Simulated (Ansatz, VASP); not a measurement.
# Cross-check of Si (amorphous Si) between VASP and Ansatz

Aim: how closely do two programs agree when they are given the same cell, functional and k mesh? The cell is taken from a series of runs on this material, whose earlier steps may have relaxed, scaled, displaced or heated it; both programs get it as it stands.

Method: plane waves, with VASP 6.6.1 beside it; single point at PBE, in Ansatz 0.2.0.

**1. Starting point**

The cell holds 114 atoms: 114 Si. Cell: a = 13.280 Å, b = 13.280 Å, c = 13.280 Å, α = 90.0°, β = 90.0°, γ = 90.0°. As first built, before any earlier steps moved the atoms (in the runner's words): 114 atoms (114 Si) placed at random at 2.27 g/cm^3, melted at 3500 K for 10 ps at fixed volume with the Tersoff potential (Tersoff, Phys. Rev. B 39, 5566 (1989)). Quenched from 3500 K to 700 K at 10 K/ps and fixed volume, annealed at 1200 K for 20 ps, held 5 ps.

**2. Ansatz: single point, PBE**

Ansatz runs on its default PAW (the set named soft_2) files.

With cell and atoms fixed, the geometry can't cause a difference; cores, projectors, grids and the points listed under the comparison can.

Contents of input.yaml:

```yaml
crystal:
  lattice:
    - [13.2801, 0.0, 0.0]
    - [0.0, 13.2801, 0.0]
    - [0.0, 0.0, 13.2801]
  atoms:
    - { symbol: Si, position: [0.27271, 0.45527, 0.53575] }
    - { symbol: Si, position: [0.65663, 0.82404, 0.83841] }
    - { symbol: Si, position: [0.28044, 0.2847, 0.54529] }
    - { symbol: Si, position: [0.685, 0.36899, 0.78863] }
    - { symbol: Si, position: [0.31388, 0.48726, 0.26038] }
    - { symbol: Si, position: [0.30605, 0.13398, 0.04851] }
    - { symbol: Si, position: [0.54733, 0.54833, 0.4292] }
    - { symbol: Si, position: [0.80753, 0.00961, 0.42012] }
    - { symbol: Si, position: [0.3336, 0.61136, 0.13283] }
    - { symbol: Si, position: [0.27329, 0.00607, 0.42592] }
    - { symbol: Si, position: [0.34828, 0.90577, 0.18817] }
    - { symbol: Si, position: [0.84802, 0.34094, 0.56586] }
    - { symbol: Si, position: [0.67982, 0.59206, 0.69285] }
    - { symbol: Si, position: [0.09659, 0.42724, 0.55374] }
    - { symbol: Si, position: [0.06306, 0.54724, 0.68574] }
    - { symbol: Si, position: [0.92123, 0.12448, 0.34078] }
    - { symbol: Si, position: [0.86481, 0.62757, 0.913] }
    - { symbol: Si, position: [0.20791, 0.17096, 0.42061] }
    - { symbol: Si, position: [0.69556, 0.72938, 0.58116] }
    - { symbol: Si, position: [0.35845, 0.55137, 0.41212] }
    - { symbol: Si, position: [0.45202, 0.23569, 0.52462] }
    - { symbol: Si, position: [0.85181, 0.62236, 0.08458] }
    - { symbol: Si, position: [0.63891, 0.42288, 0.33733] }
    - { symbol: Si, position: [0.04639, 0.07653, 0.06183] }
    - { symbol: Si, position: [0.71649, 0.73996, 0.31224] }
    - { symbol: Si, position: [0.55154, 0.5012, 0.58959] }
    - { symbol: Si, position: [0.88905, 0.75281, 0.56004] }
    - { symbol: Si, position: [0.56509, 0.73474, 0.06295] }
    - { symbol: Si, position: [0.45168, 0.03915, 0.24477] }
    - { symbol: Si, position: [0.17575, 0.63924, 0.05761] }
[... 78 atom lines left out ...]
    - { symbol: Si, position: [0.9065, 0.50795, 0.33313] }
    - { symbol: Si, position: [0.15665, 0.41832, 0.27038] }
    - { symbol: Si, position: [0.85651, 0.26712, 0.96059] }
    - { symbol: Si, position: [0.63881, 0.04135, 0.03515] }
    - { symbol: Si, position: [0.62556, 0.03781, 0.21191] }
    - { symbol: Si, position: [0.22034, 0.94236, 0.57356] }
kpoints:
  mp_grid: { grid: [1, 1, 1] }
hamiltonian:
  xc: pbe
scf:
  occupations: { method: fermi_dirac, width: 0.05 }
output:
  forces: true
  eigenvalues: true
  populations: true
  stress: true
```

Run with:

```sh
$ ansatz run input.yaml --threads 8 --pin off --max-ram 15872MiB --backend cpu --events-out ev --progress --plain --runs-dir out
```

Numbers of over 12 decimals in the logs are rounded to 6 here.

Log:

```text
Engine: ansatz 0.2.0, aarch64-unknown-linux-gnu
Pseudopotentials: kind: paw
Pseudopotential: Si, paw, valence charge 4, recommended cutoff 420 eV (normal), Si.paw.azcp
Functional definition: PBE
  parameter kappa = 0.804
  parameter beta = 0.066725
  exchange = pbe_x(kappa = kappa, mu = beta*pi^2/3)
  correlation = pbe_c(beta = beta)
Crystal: 114 atoms, lattice volume = 2342.092 Å³
Basis set: ecut = 420 eV, 45817 PW (Γ), exchange–correlation on 180×180×180 points (8 copies of the dense FFT grid, shifted against one another)
Bands: 342, of which v1, the nominal top of the filled ones, is band 228 counted from 1 (227 counted from 0)
Symmetry: 1 space group operations
Space group: P1 (ITA 1), of the structure as read, at distance tolerance 1.3e-4 Å
k-points: 1
Non-local potential: Si, projectors of the file, l = 0: 2, l = 1: 2, l = 2: 2
PAW form: soft (Blöchl's): semilocal exchange-correlation on the pseudo side does not see the compensation charge
PAW one-centre angular grid: Si, 110 points (default); XC on 64 Gauss nodes
Initial density: superposition of atomic densities (neutral atoms: chi_scale 0, normalization atom), corrected by the library's trained network
Initial wavefunctions: pseudopotential atomic-orbital guess
Functional: x = pbe(κ = 0.804, μ = 0.219515), c = pbe(β = 0.066725)
SCF iter   1: F=—  HF=-72453.631572 eV  |F-HF|=—  |Δ(HF+E_count)|=         —  Δρ=3.15e-3  dr2=9.51e-1  ethr=1.77e-3  ⟨swp⟩=6.0  Hψ=1584  notcnv=0  defer=57
preconditioner: auto → Kerker (q_TF=auto, 2.077 Å⁻¹)  [metal: Δε(μ)=0.080 eV  Ē_g=7.589 eV  σ=0.050 eV  W_gap=0.38  n_scr=364 (ndim 8)  ℏωp=16.4 eV  f_vac=0.000  D(μ)=19.86/eV (n_scr^D=80)]
SCF iter   2: F=—  HF=-72453.566935 eV  |F-HF|=—  |Δ(HF+E_count)|=   6.46e-2  Δρ=1.86e-3  dr2=3.66e-1  ethr=2.09e-4  ⟨swp⟩=1.0  Hψ=394  notcnv=0  defer=73
SCF iter   3: F=—  HF=-72453.529058 eV  |F-HF|=—  |Δ(HF+E_count)|=   3.79e-2  Δρ=3.69e-4  dr2=1.88e-2  ethr=8.03e-5  ⟨swp⟩=3.0  Hψ=455  notcnv=0  defer=73
SCF iter   4: F=—  HF=-72453.529343 eV  |F-HF|=—  |Δ(HF+E_count)|=   2.85e-4  Δρ=1.33e-4  dr2=3.60e-3  ethr=4.12e-6  ⟨swp⟩=3.0  Hψ=469  notcnv=0  defer=73
SCF iter   5: F=—  HF=-72453.529538 eV  |F-HF|=—  |Δ(HF+E_count)|=   1.96e-4  Δρ=5.21e-5  dr2=3.78e-4  ethr=7.89e-7  ⟨swp⟩=3.0  Hψ=407  notcnv=0  defer=73
SCF iter   6: F=—  HF=-72453.529682 eV  |F-HF|=—  |Δ(HF+E_count)|=   1.44e-4  Δρ=1.86e-5  dr2=4.97e-5  ethr=8.29e-8  ⟨swp⟩=2.0  Hψ=381  notcnv=0  defer=73
SCF iter   7: F=—  HF=-72453.529453 eV  |F-HF|=—  |Δ(HF+E_count)|=   2.29e-4  Δρ=7.31e-6  dr2=5.69e-6  ethr=1.09e-8  ⟨swp⟩=2.0  Hψ=495  notcnv=0  defer=78
SCF iter   8: F=—  HF=-72453.529454 eV  |F-HF|=—  |Δ(HF+E_count)|=   1.23e-6  Δρ=2.62e-6  dr2=9.20e-7  ethr=1.25e-9  ⟨swp⟩=2.0  Hψ=382  notcnv=0  defer=78
SCF iter   9: F=—  HF=-72453.529454 eV  |F-HF|=—  |Δ(HF+E_count)|=   1.69e-7  Δρ=1.13e-6  dr2=1.39e-7  ethr=2.02e-10  ⟨swp⟩=2.0  Hψ=381  notcnv=0  defer=78
SCF iter  10: F=-72453.529455 eV  HF=-72453.529455 eV  |F-HF|=3.20e-9  |Δ(HF+E_count)|=   4.11e-8  Δρ=3.97e-7  dr2=1.70e-8  ethr=2.19e-11  ⟨swp⟩=16.0  Hψ=2193  notcnv=0
SCF 1 converged in 10 iterations: F = -72453.529455 eV  dr2 = 1.70e-8
  greatest PAW one-centre occupation: 0.669 electrons in one spin orbital (limit 2), on the Si atom at site 3 (counted from 0), in its partial waves of l = 0
SCF converged after 10 iterations
Free energy (F): -72453.529455 eV
Harris-Foulkes:  -72453.529455 eV  (|F-HF|=3.20e-9)
Internal energy: -72453.370225 eV  (E = F + TS)
E sigma→0 (E₀):  -72453.449840 eV
Entropy (-TS):   -0.159230 eV (-1.397 meV/atom)
Fermi energy:    6.116522 eV
--- Per-component energies (eV) ---
  E_band       = 434.535934
  E_kinetic    = 4561.946455
  E_local      = -3706.549624  (includes V_loc(G=0)·N_el)
  E_nonlocal   = 2954.374456
  E_hartree    = 1101.480349
  E_xc         = -6276.482499
  E_vxc        = -5307.855339  (∫ρ·V_xc dr)
  E_paw        = -58444.466809  (= ΣΔE_a)
  E_vpaw       = -270.341112  (= ΣTr[D̂ρ^β])
  E_aug_tail   = 0.000724  (compensation charges beyond the density's cutoff)
  E_ewald      = -12643.673276
  E_smearing   = -0.159230  (= −TS)
  E_closure    = -0.000000  (closes the sum)
  Σ components = -72453.529455   (vs F -72453.529455, Δ=0.00e0)
--- Forces (eV/Å), atoms counted from 1 ---
  atom   1  Si     0.20573525     0.44456141    -0.00628418
  atom   2  Si    -0.58392313    -0.60575910     0.41308443
  atom   3  Si     0.81755572    -0.84254483    -1.14191291
  atom   4  Si     0.46367044     0.45388369    -1.13773452
  atom   5  Si     1.07755551    -0.61721079    -0.76520332
  atom   6  Si    -0.01607506    -0.99795020    -0.28190296
  atom   7  Si    -0.59058830    -0.03964592    -1.38460620
  atom   8  Si     0.56708110    -0.64122230    -0.21404891
  atom   9  Si    -0.26420358     0.89637698     1.35610278
  atom  10  Si     1.32202155    -0.61723011    -0.83325548
[...]
atom  64  Si     0.08053601    -0.45677659    -0.02125806
  atom  65  Si     0.39609021     0.15647119    -0.54380764
  atom  66  Si    -0.94394266    -1.19939270    -0.44767876
  atom  67  Si    -0.29905820     0.11948134     0.54411009
  atom  68  Si    -0.18340732     1.64169879     1.44079219
  atom  69  Si    -0.64744282    -1.55454877    -0.54492419
  atom  70  Si     0.57024599    -0.41563257    -0.86560828
  atom  71  Si    -2.27924685    -0.21058410     0.70743531
  atom  72  Si     0.16778279     1.32822140    -0.57633555
  atom  73  Si     1.38527295     1.12914924    -0.38625048
  atom  74  Si     1.80605886     0.59200475    -2.11593693
  atom  75  Si     1.21983353    -0.14513736     0.49736900
  atom  76  Si    -0.03326349    -0.72980094     0.18304653
  atom  77  Si     0.52875333    -0.42136215     0.10976250
[...]
atom 107  Si     0.04930020     1.21691523     0.02945740
  atom 108  Si     0.72499506     0.79656167    -0.07747159
  atom 109  Si    -0.00539975     0.01567863     0.83800741
  atom 110  Si     0.09898253    -0.28696031    -0.96461236
  atom 111  Si    -0.67692325    -0.11174910     0.50691909
  atom 112  Si     0.39552474     1.40081587     0.60235342
  atom 113  Si    -1.13295833     0.44515156    -0.80082337
  atom 114  Si    -0.03089638     0.08558868     0.63276097
  max |Σ_I F_I| component: 1.16e-5 eV/Å
--- Stress (GPa, compression-positive) ---
        1.395665       0.605487      -0.349343
        0.605487      -0.027285      -0.971605
       -0.349343      -0.971605       0.991776
  P = ⅓ Tr σ = 0.7867 GPa (7.867 kbar)
--- Band table (eV) ---
  k-point 0: bands = [... 224 lower, 5.7157, 5.8464, 5.9914, 6.0675, 6.1490, 6.3498, 6.4780, 6.5259, ... 110 higher]
--- Löwdin populations: 114 sites ---
  site symbol       q [e]
     0     Si      3.9638
     1     Si      3.9461
     2     Si      3.9436
     3     Si      3.8691
     4     Si      3.9464
     5     Si      3.9705
     6     Si      3.9740
     7     Si      3.9304
     8     Si      3.9556
     9     Si      3.9467
    10     Si      3.9544
    11     Si      3.9391
    12     Si      3.9553
    13     Si      3.9490
    14     Si      3.9341
    15     Si      3.9532
    16     Si      3.9602
    17     Si      3.9306
    18     Si      3.9755
    19     Si      3.9434
    20     Si      3.9319
    21     Si      3.9541
    22     Si      3.9415
    23     Si      3.9374
[...]
106     Si      3.9672
   107     Si      3.9645
   108     Si      3.9589
   109     Si      3.9845
   110     Si      3.9537
   111     Si      3.9722
   112     Si      3.9572
   113     Si      3.9346
  spilling = 0.011400 (of n_electrons = 456.000000)
```

The column dr2 measures how far the density is from self-consistency, as an energy; F and HF (Harris–Foulkes) agree once it is small.

The run ends at a pressure of 0.79 GPa, with forces up to 4.0 eV/Å.

**3. VASP: single point, PBE**

The same cell, functional, mesh and smearing now go to VASP, with its own data sets.

Lines of VASP's logs that name or quote its potential files are left out, and so is its time.

Contents of INCAR:

```
SYSTEM = Si
PREC = Accurate
ENCUT = 500
EDIFF = 1E-06
NELM = 120
ISMEAR = -1
SIGMA = 0.05
LREAL = Auto
ALGO = Normal
GGA = PE
NBANDS = 320
LORBIT = 11
LWAVE = .FALSE.
LCHARG = .FALSE.
ISIF = 2
LASPH = .TRUE.
GGA_COMPAT = .FALSE.
NCORE = 4
```

Contents of POSCAR:

```
Si
1.0
   13.2801000000      0.0000000000      0.0000000000
    0.0000000000     13.2801000000      0.0000000000
    0.0000000000      0.0000000000     13.2801000000
Si
114
Direct
    0.2727100000      0.4552700000      0.5357500000
    0.6566300000      0.8240400000      0.8384100000
    0.2804400000      0.2847000000      0.5452900000
    0.6850000000      0.3689900000      0.7886300000
    0.3138800000      0.4872600000      0.2603800000
    0.3060500000      0.1339800000      0.0485100000
    0.5473300000      0.5483300000      0.4292000000
    0.8075300000      0.0096100000      0.4201200000
    0.3336000000      0.6113600000      0.1328300000
    0.2732900000      0.0060700000      0.4259200000
    0.3482800000      0.9057700000      0.1881700000
    0.8480200000      0.3409400000      0.5658600000
    0.6798200000      0.5920600000      0.6928500000
    0.0965900000      0.4272400000      0.5537400000
    0.0630600000      0.5472400000      0.6857400000
    0.9212300000      0.1244800000      0.3407800000
    0.8648100000      0.6275700000      0.9130000000
    0.2079100000      0.1709600000      0.4206100000
    0.6955600000      0.7293800000      0.5811600000
    0.3584500000      0.5513700000      0.4121200000
    0.4520200000      0.2356900000      0.5246200000
    0.8518100000      0.6223600000      0.0845800000
    0.6389100000      0.4228800000      0.3373300000
    0.0463900000      0.0765300000      0.0618300000
    0.7164900000      0.7399600000      0.3122400000
    0.5515400000      0.5012000000      0.5895900000
    0.8890500000      0.7528100000      0.5600400000
    0.5650900000      0.7347400000      0.0629500000
    0.4516800000      0.0391500000      0.2447700000
    0.1757500000      0.6392400000      0.0576100000
[... 78 atom lines left out ...]
    0.9065000000      0.5079500000      0.3331300000
    0.1566500000      0.4183200000      0.2703800000
    0.8565100000      0.2671200000      0.9605900000
    0.6388100000      0.0413500000      0.0351500000
    0.6255600000      0.0378100000      0.2119100000
    0.2203400000      0.9423600000      0.5735600000
```

Contents of KPOINTS:

```
Automatic mesh
0
Gamma
1 1 1
0 0 0
```

Potentials, in the order of the species: Si (PBE family, release 64).

Run with:

```sh
$ mpirun -np 16 vasp_gam
```

Log:

```text
[banner, memory and clock lines left out]
running   16 mpi-ranks, on    1 nodes
[...]
LDA part: xc-table for (Slater+PW92), standard interpolation
 POSCAR, INCAR and KPOINTS ok, starting setup
[...]
entering main loop
       N       E                     dE             d eps       ncg     rms          rms(c)
DAV:   1     0.214403366958E+04    0.21440E+04   -0.19242E+05   640   0.122E+03
DAV:   2    -0.325946382947E+03   -0.24700E+04   -0.22995E+04   808   0.207E+02
DAV:   3    -0.592710268886E+03   -0.26676E+03   -0.25944E+03   808   0.597E+01
DAV:   4    -0.601163428515E+03   -0.84532E+01   -0.83710E+01   800   0.124E+01
[...]
DAV:  16    -0.589597012557E+03   -0.88198E-05   -0.12779E-05   712   0.489E-03    0.436E-03
DAV:  17    -0.589597014290E+03   -0.17329E-05   -0.11112E-06   520   0.157E-03    0.168E-03
DAV:  18    -0.589597015076E+03   -0.78617E-06   -0.59130E-07   464   0.112E-03
   1 F= -.58959702E+03 E0= -.58951731E+03  d E =-.159409E+00
```

From OUTCAR (step 3):

```text
  FREE ENERGIE OF THE ION-ELECTRON SYSTEM (eV)
  ---------------------------------------------------
  free  energy   TOTEN  =      -589.5970150764 eV

  energy  without entropy=     -589.4376063417  energy(sigma->0) =     -589.51731071
```

The run ends at a pressure of 0.71 GPa, with forces up to 3.9 eV/Å.

**4. Side by side**

Known differences besides the potentials themselves: the cutoff is 420 eV in Ansatz and 500 eV in VASP (PREC = Accurate, projectors in real space). Total energies have different zeros and are not compared.

Both answers:

```
      quantity  Ansatz  VASP  difference
pressure (GPa)    0.79  0.71       +0.08
```

Forces on 7 of the 114 atoms, those with the largest forces and the largest differences (eV/Å; atoms numbered as in POSCAR):

```
atom         Ansatz x, y, z           VASP x, y, z
Si12   -3.802, 0.875, 0.664   -3.794, 0.868, 0.662
Si25   1.247, 0.214, -2.200   1.236, 0.211, -2.186
Si36  -2.250, -1.433, 0.029  -2.243, -1.429, 0.024
Si46  -0.121, -2.029, 1.295  -0.119, -2.024, 1.288
Si53  2.782, -1.611, -0.747  2.775, -1.603, -0.742
Si71  -2.279, -0.211, 0.707  -2.268, -0.206, 0.708
Si74   1.806, 0.592, -2.116   1.800, 0.587, -2.112
```

The forces differ by 4.0 meV/Å r.m.s., which is 0.5 % of the r.m.s. force of 0.809 eV/Å (both taken over all components).

**5. Summary of results**

| Quantity | Value |
| --- | --- |
| r.m.s. force difference (single point, PBE) | 0.49 % of the r.m.s. force |

What this shows: The r.m.s. force difference is 0.49 % of the r.m.s. force (single point, PBE), within the 3 % picked in this series as the mark of a large difference. How closely two codes agree says nothing of how well the functional describes the real material.

[Lines on the potential files, build, host, timing and source positions are cut from VASP's logs without a mark.]

[Logs are printed without paths, hosts, clocks, repeated set-up lines and the standing remarks that a program may print on its own settings, such as how far it seeks lower states.]

[Hosts, paths, dates, database ids (printed as entryN), source tags and the programs' standing remarks are cut or masked in the printed files.]
